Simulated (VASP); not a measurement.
# MnGa7N8 (a cell with a defect) in VASP: relaxation of the atoms with PBE

Aim: the relaxation of the atoms of MnGa7N8 (a cell with a defect) with PBE.

All numbers are computed with VASP 6.6.1; they aren't measurements. Logs are shortened: lines on timing, memory, paths and dates and some standing lists are left out, and cuts for length are marked.

### 1 Starting point

The cell holds a defect, 16 atoms: a = 5.244 Å, b = 6.435 Å, c = 6.435 Å, α = 120.00°, β = 90.00°, γ = 90.00°.

### 2 Relaxation of the atoms, PBE, collinear spin, ferromagnetic start

The input, INCAR:

```
SYSTEM = MnGa7N8
PREC     = Normal         ! precision mode
ENCUT    = 450            ! plane-wave cutoff, eV
EDIFF    = 1E-6           ! SCF threshold, eV
ISMEAR   = 0              ! smearing method
SIGMA    = 0.01           ! smearing width, eV
LREAL    = Auto         
LASPH    = .True.         ! aspherical terms in the spheres
NELM     = 150            ! most SCF steps
ALGO     = Normal         ! electronic algorithm
ISIF     = 2              ! what is computed and relaxed
LWAVE    = .False.        ! write WAVECAR
LCHARG   = .False.        ! write CHGCAR
ISPIN    = 2              ! spin polarisation
MAGMOM   = 4 0 0 0 0 0 0 0 0 0 0 0 0 0 0 0 ! initial moments
LORBIT   = 11             ! projections on sites
LMAXMIX  = 4              ! l up to which the mixer works
GGA      = PE             ! functional
IBRION   = 2              ! ionic algorithm
NSW      = 70             ! ionic steps
EDIFFG   = -0.025         ! ionic threshold
AMIX     = 0.2          
BMIX     = 1E-4         
AMIX_MAG = 0.8          
BMIX_MAG = 1E-4         
ICORELEVEL= 1            
NELECT   = 145.0        
ISYM     = 0
```

The input, KPOINTS:

```
regular mesh
0
Gamma
  3 3 3
  0 0 0
```

The input, POSCAR:

```
MnGa7N8
1.0
    0.0000000000      0.0000000000      5.2440550000
   -3.2177240000     -5.5732640000      0.0000000000
    6.4354500000      0.0000000000      0.0000000000
Mn Ga N
1 7 8
Direct
    0.9999450200      0.1563313000      0.8381555500
    0.9991860000      0.1666665000      0.3333330000
    0.9991860000      0.6666665000      0.8333330000
    0.9991860000      0.6666665000      0.3333330000
    0.4991860000      0.3333335000      0.1666670000
    0.4991860000      0.3333335000      0.6666670000
    0.4991860000      0.8333335000      0.1666670000
    0.4991860000      0.8333335000      0.6666670000
    0.3667478800      0.1768191600      0.8326109600
    0.3758140000      0.1666665000      0.3333330000
    0.3758140000      0.6666665000      0.8333330000
    0.3758140000      0.6666665000      0.3333330000
    0.8618931400      0.3389625200      0.1676056200
    0.8545224300      0.3294111000      0.6533598500
    0.8758140000      0.8333335000      0.1666670000
    0.8670493800      0.8193839000      0.6654623300
```

Potentials or basis: VASP PAW PBE potentials, release 64 (Mn_pv, Ga_d, N).

Started as:

```
$ cat potpaw_PBE.64/Mn_pv/POTCAR potpaw_PBE.64/Ga_d/POTCAR potpaw_PBE.64/N/POTCAR > POTCAR
$ mpirun -np 4 vasp_std > vasp.out
```

OUTCAR:

```text
SYSTEM = MnGa7N8
   PREC = Normal
   ENCUT = 450
   EDIFF = 1E-6
   ISMEAR = 0
   LREAL = Auto
   LASPH = .True.
   NELM = 150
   ISIF = 2
   ISPIN = 2
   LORBIT = 11
   GGA = PE
   IBRION = 2
   NSW = 70
   EDIFFG = -0.025
   AMIX = 0.2
   AMIX_MAG = 0.8
   NELECT = 145.0
   ISYM = 0

 ion  position               nearest neighbor table
   1  1.000  0.156  0.838-   9 1.93  13 1.98  16 2.00  14 2.14
   2  0.999  0.167  0.333-  14 1.94  15 1.97  10 1.98  13 2.02
   3  0.999  0.667  0.833-  16 1.92  15 1.97  11 1.98  14 2.03
   4  0.999  0.667  0.333-  13 1.96  15 1.97  12 1.98  16 1.98
   5  0.499  0.333  0.167-  13 1.90  10 1.97  12 1.97   9 1.99
   6  0.499  0.333  0.667-  14 1.86   9 1.93  11 1.97  10 1.97
[... 8 lines left out ...]
  15  0.876  0.833  0.167-   4 1.97   2 1.97   3 1.97   7 1.98
  16  0.867  0.819  0.665-   3 1.92   8 1.93   4 1.98   1 2.00

IMPORTANT INFORMATION: All symmetrisations will be switched off!
NOSYMM: (Re-)initialisation of all symmetry stuff for point group C_1.

----------------------------------------------------------------------------------------

                                     Primitive cell

  volume of cell :     188.0857

  direct lattice vectors                    reciprocal lattice vectors
     0.000000000  0.000000000  5.244055000     0.000000000  0.000000000  0.190692127
    -3.217724000 -5.573264000  0.000000000     0.000000000 -0.179428069  0.000000000
     6.435450000  0.000000000  0.000000000     0.155389289 -0.089714007  0.000000000

  length of vectors
     5.244055000  6.435450206  6.435450000     0.190692127  0.179428069  0.179428075

  position of ions in fractional coordinates (direct lattice)
     0.999945020  0.156331300  0.838155550
     0.999186000  0.166666500  0.333333000
     0.999186000  0.666666500  0.833333000
     0.999186000  0.666666500  0.333333000
     0.499186000  0.333333500  0.166667000
     0.499186000  0.333333500  0.666667000
[... 8 lines left out ...]
     0.875814000  0.833333500  0.166667000
     0.867049380  0.819383900  0.665462330

  ion indices of the primitive-cell ions
   primitive index   ion index
                 1           1
                 2           2
                 3           3
                 4           4
                 5           5
                 6           6
[... 8 lines left out ...]
                15          15
                16          16

----------------------------------------------------------------------------------------

 KPOINTS: regular mesh

Automatic generation of k-mesh.
 Grid dimensions read from file:
 generate k-points for:    3    3    3

 Generating k-lattice:

  Cartesian coordinates                     Fractional coordinates (reciprocal lattice)
     0.000000000  0.000000000  0.063564042     0.333333333  0.000000000  0.000000000
     0.000000000 -0.059809356  0.000000000     0.000000000  0.333333333  0.000000000
     0.051796430 -0.029904669  0.000000000     0.000000000 -0.000000000  0.333333333

  Length of vectors
     0.063564042  0.059809356  0.059809358

  Shift w.r.t. Gamma in fractional coordinates (k-lattice)
     0.000000000  0.000000000  0.000000000

 Subroutine IBZKPT returns following result:
 ===========================================

 Found     14 irreducible k-points:

 Following reciprocal coordinates:
            Coordinates               Weight
  0.000000  0.000000  0.000000      1.000000
  0.333333  0.000000  0.000000      2.000000
  0.000000  0.333333  0.000000      2.000000
  0.000000 -0.000000  0.333333      2.000000
  0.000000 -0.333333  0.333333      2.000000
  0.333333  0.333333  0.000000      2.000000
  0.333333 -0.000000  0.333333      2.000000
  0.333333 -0.333333  0.333333      2.000000
  0.333333 -0.333333  0.000000      2.000000
  0.333333  0.000000 -0.333333      2.000000
  0.333333  0.333333 -0.333333      2.000000
  0.000000  0.333333  0.333333      2.000000
  0.333333  0.333333  0.333333      2.000000
  0.333333 -0.333333 -0.333333      2.000000
   k-points           NKPTS =     14   k-points in BZ     NKDIM =     14   number of bands    NBANDS=     92
   number of dos      NEDOS =    301   number of ions     NIONS =     16
   total plane-waves  NPLWV =  36288
   dimension x,y,z NGX =    28 NGY =   36 NGZ =   36
   dimension x,y,z NGXF=    56 NGYF=   72 NGZF=   72
   ions per type =               1   7   8
   NGX,Y,Z   is equivalent  to a cutoff of   8.88,  9.30,  9.30 a.u.
   NGXF,Y,Z  is equivalent  to a cutoff of  17.75, 18.60, 18.60 a.u.
 SYSTEM =  MnGa7N8
   PREC   = normal    normal or accurate (medium, high low for compatibility)
   ISTART =      0    job   : 0-new  1-cont  2-samecut
   ICHARG =      2    charge: 1-file 2-atom 10-const
   ISPIN  =      2    spin polarized calculation?
   LNONCOLLINEAR =      F non collinear calculations
   LSORBIT =      F    spin-orbit coupling
   LASPH  =      T    aspherical Exc in radial PAW
   ENCUT  =  450.0 eV  33.07 Ry    5.75 a.u.   9.07 11.13 11.13*2*pi/ulx,y,z
   NELM   =    150;   NELMIN=  2; NELMDL= -5     # of ELM steps
   EDIFF  = 0.1E-05   stopping-criterion for ELM
   LREAL  =      T    real-space projection
   EDIFFG = -.3E-01   stopping-criterion for IOM
   NSW    =     70    number of steps for IOM
   IBRION =      2    ionic relax: 0-MD 1-quasi-New 2-CG
   NFREE  =      1    steps in history (QN), initial steepest desc. (CG)
   ISIF   =      2    stress and relaxation
   ISYM   =      0    0-nonsym 1-usesym 2-fastsym
   POTIM  = 0.5000    time-step for ionic-motion
   TEBEG  =    0.0;   TEEND  =   0.0 temperature during run
   PSTRESS=    0.0 pullay stress
   NELECT =     145.0000    total number of electrons
   NUPDOWN=      -1.0000    fix difference up-down
   EMIN   =  10.00;   EMAX   =-10.00  energy-range for DOS
   EFERMI =   0.00;   METHOD = LEGACY
   ISMEAR =     0;   SIGMA  =   0.01  broadening in eV -4-tet -1-fermi 0-gaus
   EFERMI_NEDOS =   21; number of points for ismear=-14 and -15
   IALGO  =     38    algorithm
   IMIX   =      4    mixing-type and parameters
     AMIX     =   0.20;   BMIX     =  0.00
     AMIX_MAG =   0.80;   BMIX_MAG =  0.00
  volume/ion in A,a.u.               =      11.76        79.33
  Fermi-wavevector in a.u.,A,eV,Ry     =   1.501109  2.836685 30.658393  2.253328
  Thomas-Fermi vector in A             =   2.612522
   LORBIT       =     11    0 simple, 1 ext, 2 COOP (PROOUT), +10 PAW based schemes
   GGA     = PE    functional components
   LHFCALC =     F    Hartree Fock is set to
   AEXX    =    0.0000 exact exchange contribution
   IVDW    =     0    specifies the selected vdW correction
   LEPSILON=     F    determine dielectric tensor
   LRPA    =     F    only Hartree local field effects (RPA)
 conjugate gradient relaxation of ions
 spin polarized calculation
 Gauss-broadening in eV      SIGMA  =   0.01
  energy-cutoff  :      450.00
  volume of cell :      188.09
 maximum number of plane-waves:      4098
   NGX = 19   NGY = 23   NGZ = 23

--------------------------------------- Ionic step        1  -------------------------------------------

 number of electron     145.0000543 magnetization       4.9260446

 Free energy of the ion-electron system (eV)
  ---------------------------------------------------
  ext. energy  EPLUGINS =         0.00000000
  ---------------------------------------------------
  free energy    TOTEN  =       -94.95418868 eV

  energy without entropy =      -94.95397972  energy(sigma->0) =      -94.95408420

------------------------ aborting loop because EDIFF is reached ----------------------------------------

  FORCE on cell =-STRESS in cart. coord.  units (eV):
  Direction    XX          YY          ZZ          XY          YZ          ZX
  --------------------------------------------------------------------------------------
  -------------------------------------------------------------------------------------
  Total       12.1333836     11.3404919     16.7991707     -0.3082861     -0.3153186     -0.9372912
  in kB      103.3562480     96.6021296    143.1009940     -2.6260844     -2.6859904     -7.9841622
  external PRESSURE =     114.3531239 kB  Pullay stress =       0.0000000 kB
[... 131 lines left out ...]
  FREE ENERGIE OF THE ION-ELECTRON SYSTEM (eV)
  ---------------------------------------------------
  free  energy   TOTEN  =       -95.2810221580 eV

  energy  without entropy=      -95.2808674175  energy(sigma->0) =      -95.28094479

[... ionic steps 4 to 13 ...]

--------------------------------------- Ionic step       14  -------------------------------------------

 number of electron     145.0000348 magnetization       5.0000030

------------------------ aborting loop because EDIFF is reached ----------------------------------------
[... 95 lines left out ...]
--------------------------------------- Ionic step       16  -------------------------------------------

 number of electron     145.0000353 magnetization       5.0000031

 Free energy of the ion-electron system (eV)
  ---------------------------------------------------
  ext. energy  EPLUGINS =         0.00000000
  ---------------------------------------------------
  free energy    TOTEN  =       -95.32681756 eV

  energy without entropy =      -95.32662020  energy(sigma->0) =      -95.32671888

 the core state eigenenergies are
   1-  1s  -6414.8880  2s   -729.7315  2p   -615.9575  3s    -71.9187
   2-  1s -10217.2210  2s  -1250.6495  2p  -1087.1023  3s   -137.0083  3p    -87.7572

   3-  1s -10217.2224  2s  -1250.6509  2p  -1087.1037  3s   -137.0093  3p    -87.7581

   4-  1s -10217.2203  2s  -1250.6491  2p  -1087.1019  3s   -137.0080  3p    -87.7568
[... 9 lines left out ...]
   9-  1s   -369.8704
  10-  1s   -370.3285
  11-  1s   -370.3285
  12-  1s   -370.3289
  13-  1s   -369.7057
  14-  1s   -369.7078
  15-  1s   -370.3388
  16-  1s   -369.7095

 E-fermi :   6.8774     XC(G=0): -11.5778

 val. band max:        6.8750183871   @ k =   0.0000   0.0000   0.0000
 cond. band min:       6.8797967055   @ k =   0.0000   0.0000   0.0000
 fundamental gap:      0.0047783184
 Fermi energy:         6.8774075463

 spin component 1

 k-point     1 :       0.0000    0.0000    0.0000
  band No.  band energies     occupation
      1     -42.9253      1.00000
      2     -42.9247      1.00000
      3     -42.9072      1.00000
      4     -10.7002      1.00000
      5      -9.9795      1.00000
      6      -9.9779      1.00000
[... 1207 lines left out ...]
     83      11.8984      0.00000
     84      12.0221      0.00000
 Fermi energy:         6.8774075463

 spin component 2

 k-point     1 :       0.0000    0.0000    0.0000
  band No.  band energies     occupation
      1     -38.5453      1.00000
      2     -38.5439      1.00000
      3     -38.5051      1.00000
      4     -10.6512      1.00000
      5      -9.9657      1.00000
      6      -9.9641      1.00000
[... 1207 lines left out ...]
     83      12.0435      0.00000
     84      12.2104      0.00000
 [bands above 84 left out]

------------------------ aborting loop because EDIFF is reached ----------------------------------------

  FORCE on cell =-STRESS in cart. coord.  units (eV):
  Direction    XX          YY          ZZ          XY          YZ          ZX
  --------------------------------------------------------------------------------------
  -------------------------------------------------------------------------------------
  Total       12.7812750     12.7508135     13.6415999      0.0164315     -0.0325012     -0.0019714
  in kB      108.8752053    108.6157240    116.2037429      0.1399689     -0.2768558     -0.0167935
  external PRESSURE =     111.2315574 kB  Pullay stress =       0.0000000 kB
[... 31 lines left out ...]
  FREE ENERGIE OF THE ION-ELECTRON SYSTEM (eV)
  ---------------------------------------------------
  free  energy   TOTEN  =       -95.3268175618 eV

  energy  without entropy=      -95.3266201962  energy(sigma->0) =      -95.32671888

 reached required accuracy - stopping structural energy minimisation

 total charge

# of ion       s       p       d       tot
------------------------------------------
    1        0.304   6.318   5.010  11.632
    2        0.796   0.902  10.184  11.882
    3        0.796   0.902  10.184  11.882
    4        0.796   0.903  10.184  11.883
    5        0.797   0.894  10.178  11.869
    6        0.797   0.894  10.178  11.869
[... 8 lines left out ...]
   15        1.234   2.490   0.000   3.724
   16        1.236   2.516   0.000   3.751
--------------------------------------------------
tot         15.757  32.617  76.266 124.640

 magnetization (x)

# of ion       s       p       d       tot
------------------------------------------
    1        0.029   0.087   4.007   4.123
    2        0.008   0.009   0.009   0.025
    3        0.008   0.009   0.008   0.025
    4        0.008   0.009   0.008   0.025
    5        0.009   0.009   0.006   0.023
    6        0.009   0.009   0.006   0.023
[... 8 lines left out ...]
   15        0.003   0.003   0.000   0.006
   16        0.007   0.041   0.000   0.048
--------------------------------------------------
tot          0.120   0.314   4.049   4.483
```

Wall time 11 min (4 MPI ranks of Intel Xeon Platinum 8488C (Sapphire Rapids), shared host); peak memory 0.17 GiB.

Results:

| Quantity | Value |
| --- | --- |
| Free energy | -95.3268 eV |
| Energy gained by relaxing | 23.3 meV/atom |
| Ionic steps | 16 |
| Largest force after relaxing | 0.021 eV/Å |
| Band gap on the k mesh | 0.00 eV, direct |
| Net moment | 5.00 μB per cell |
| Site moments | Mn +4.12; Ga +0.03, +0.02, +0.00; N +0.03, +0.01, +0.05 μB |
| Valence electrons inside the program's atomic spheres | Mn 11.63; Ga 11.88, 11.87, 11.85; N 3.74, 3.73, 3.75, 3.72 |

Forces in eV/Å, atoms in the order of the input:
```
Mn   0.005 -0.006 -0.019
Ga   0.003  0.008 -0.004
Ga   0.003 -0.007  0.007
Ga  -0.004 -0.006 -0.001
Ga   0.002  0.002  0.001
Ga  -0.004 -0.005  0.004
Ga  -0.002  0.004  0.006
Ga   0.000  0.003  0.003
N    0.004  0.010  0.001
N    0.006  0.006  0.001
N    0.005  0.001  0.005
N   -0.002  0.002  0.006
N    0.004  0.007  0.000
N   -0.012 -0.013 -0.011
N   -0.005  0.000 -0.006
N   -0.003 -0.008  0.006
```

The path:
| step | energy change (eV) | largest force (eV/Å) | pressure (GPa) |
| --- | --- | --- | --- |
| 1 | 0.0000 | 1.9290 | 11.44 |
| 2 | -0.3268 | 0.4391 | 11.11 |
| 3 | -0.3268 | 0.4371 | 11.10 |
| 4 | -0.3537 | 0.2413 | 11.09 |
| 5 | -0.3543 | 0.2528 | 11.08 |
| 6 | -0.3638 | 0.1742 | 11.09 |
| 7 | -0.3671 | 0.1536 | 11.10 |
| 8 | -0.3712 | 0.0632 | 11.11 |
| 9 | -0.3713 | 0.0694 | 11.11 |
| 10 | -0.3720 | 0.0337 | 11.11 |
| 11 | -0.3720 | 0.0337 | 11.11 |
| 12 | -0.3723 | 0.0287 | 11.12 |
| 13 | -0.3724 | 0.0354 | 11.13 |
| 14 | -0.3723 | 0.0556 | 11.12 |
| 15 | -0.3724 | 0.0389 | 11.12 |
| 16 | -0.3726 | 0.0208 | 11.12 |

Final structure:
```
Mn Ga N
1.0
     0.00000    0.00000    5.24406
    -3.21772   -5.57326    0.00000
     6.43545    0.00000    0.00000
Mn Ga N
1 7 8
Direct
  0.00181 0.16491 0.83237
  0.99258 0.16916 0.33418
  0.99226 0.66388 0.82962
  0.99236 0.66435 0.33432
  0.49984 0.33281 0.16578
  0.49990 0.33246 0.66624
  0.49298 0.83292 0.16621
  0.49943 0.83312 0.66642
  0.39211 0.16625 0.83285
  0.36963 0.16570 0.33244
  0.36941 0.66629 0.83341
  0.36938 0.66656 0.33260
  0.86880 0.33826 0.17714
  0.86903 0.33757 0.66040
  0.86985 0.83265 0.16617
  0.86833 0.82068 0.66036
```

Levels at points of the mesh, in eV from the valence-band top:
Spin up:
| k point | band 73 | band 74 | band 75 | band 76 | band 77 | band 78 |
| --- | --- | --- | --- | --- | --- | --- |
| (0.00, 0.00, 0.00) | -0.69 | -0.04 | 0.00 | 0.00 | 2.28 | 3.15 |
Spin down:
```csv
k point,band 66,band 67,band 68,band 69,band 70,band 71,band 72,band 73,band 74,band 75
"(0.00, 0.00, 0.00)",-2.79,-2.74,-2.11,-2.07,-2.07,0.06,1.65,1.66,1.91,2.37
```

Core levels (eV, on the scale of the bands):
| atom | levels |
| --- | --- |
| 1 Mn | 1s -6414.9, 2s -729.7, 2p -616.0, 3s -71.9 |
| 2 Ga | 1s -10217.2, 2s -1250.6, 2p -1087.1, 3s -137.0, 3p -87.8 |
| 3 Ga | 1s -10217.2, 2s -1250.7, 2p -1087.1, 3s -137.0, 3p -87.8 |
| 4 Ga | 1s -10217.2, 2s -1250.6, 2p -1087.1, 3s -137.0, 3p -87.8 |
| 5 Ga | 1s -10217.3, 2s -1250.7, 2p -1087.2, 3s -137.1, 3p -87.8 |
| 6 Ga | 1s -10217.3, 2s -1250.7, 2p -1087.2, 3s -137.1, 3p -87.8 |

Caveat: the cell is charged against a uniform background, so pressure and absolute levels hang on convention; the cutoff is under 1.25 times the usual one of these potentials, so pressure, stress and relaxed cells hold a basis-set (Pulay) error; only a ferromagnetic start was run, and an antiferromagnetic order may lie lower in energy.
